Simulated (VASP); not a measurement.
Given:

```cif
data_Cu4O2
_chemical_formula_sum 'Cu4 O2'
_space_group_name_H-M_alt 'Pn-3m :1'
_space_group_IT_number 224
_space_group_name_Hall 'P 4n 2 3 -1n'
_cell_length_a 4.25259
_cell_length_b 4.25259
_cell_length_c 4.25259
_cell_angle_alpha 90.000
_cell_angle_beta 90.000
_cell_angle_gamma 90.000
loop_
_atom_site_label
_atom_site_type_symbol
_atom_site_symmetry_multiplicity
_atom_site_Wyckoff_symbol
_atom_site_fract_x
_atom_site_fract_y
_atom_site_fract_z
_atom_site_occupancy
Cu1 Cu 4 b 0.25000 0.25000 0.25000 1
O1 O 2 a 0.00000 0.00000 0.00000 1
```

Method: vdW-DF-cx, VASP's PBE PAW potentials (set 64) (plane waves; VASP 6.6.1). Settings: 520 eV cut-off, 5×5×5 Γ-centred mesh, Gaussian smearing of 0.050 eV, potentials Cu O.

Task: Give the energy at these volumes per atom, relative to the lowest: 12.03, 12.41, 12.80, 13.18, 13.56 Å³.

Result: 21.3, 5.3, 0.0, 3.8, 15.1 meV/atom. A third-order Birch-Murnaghan fit gives B0 = 125 GPa and B0′ = 4.8.

Measured: a 4.276 Å at 15 K (computed value off by -0.5 %), as given by Leila H. N. Rimmer et al., Physical Review B (2014), arXiv:1402.1026. The calculation is for a static lattice, while the measured a holds thermal and zero-point effects, which are part of the difference.

The compound is Cu2O in the cuprite structure. It was relaxed first.
